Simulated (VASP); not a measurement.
Given:

```
SnTe
1.0
    5.16728     0.00000     0.00000
   -2.58364     4.47499     0.00000
    0.00000     0.00000    13.98566
Sn Te
1 1
Direct
  0.66667   0.33333   0.50000
  0.33333   0.66667   0.50000
```

Level of theory: r2SCAN meta-GGA, VASP's PBE PAW potentials (set 64) (plane waves; VASP). Run with 400 eV cut-off, 7×7×1 Γ-centred mesh, tetrahedra with Blöchl corrections, potentials Sn_d Te.

The cell holds a wide vacuum, so values per volume refer to the whole cell.  Unless said otherwise, spin-orbit coupling is left out, though it shifts the bands of the heavy elements here.

Problem. Predict the energy per atom (σ→0), band gap (over mesh and band path) with the smallest direct gap where there is one.

Solution. 
The band gap (over mesh and band path) comes out as none (metal, semimetal or under 0.01 eV) and the energy per atom (σ→0) is -24.700 eV/atom.

Total energies compare only between runs with the same potentials, cut-off and functional.

The cell is a sheet with vacuum, built from a generated structure.
